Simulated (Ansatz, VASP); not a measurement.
**NbRu3C: VASP beside Ansatz**

```
CELL_PARAMETERS angstrom
4.06514 0.00000 0.00000
0.00000 4.06514 0.00000
0.00000 0.00000 4.06514
ATOMIC_POSITIONS crystal
Ru 0.50000 0.50000 0.00000
Ru 0.50000 0.00000 0.50000
Ru 0.00000 0.50000 0.50000
Nb 0.00000 0.00000 0.00000
C 0.50000 0.50000 0.50000
```

The cell comes from a database or a generator and needn't be the stable form of this composition.

Alike in both runs: task single point; functional PBEsol; k mesh 7 × 7 × 7; occupations fermi-dirac, width 0.05 eV; no spin polarisation.

```csv
,VASP,Ansatz
version,VASP 6.6.1,Ansatz 0.2.0
potentials or method,"VASP PAW PBE potentials, release 64 (Ru_pv, Nb_sv, C)",Ansatz PAW
plane-wave cutoff (eV),520,420
valence electrons in the cell,59,65
```

VASP gave:

| Quantity | Value |
| --- | --- |
| gap on the k mesh at the Fermi level (eV) | none |
| pressure (GPa) | -11.9 |

**Question.** What did Ansatz give for the same quantities?

**Answer.** gap on the k mesh at the Fermi level (eV): none; pressure (GPa): -11.8.

A gap of «none» marks a metal or a gap that the smearing closes. The functional is the same, so the differences come from potentials, cutoffs and numerics. The two sets of potentials don't hold the same shells in valence.

Caveats: the PAW data sets were made with another functional, which shifts forces and pressure a little (VASP); the PAW data sets come from PBE, with cores solved anew for the run's functional, which leaves a small shift of forces and pressure (Ansatz).
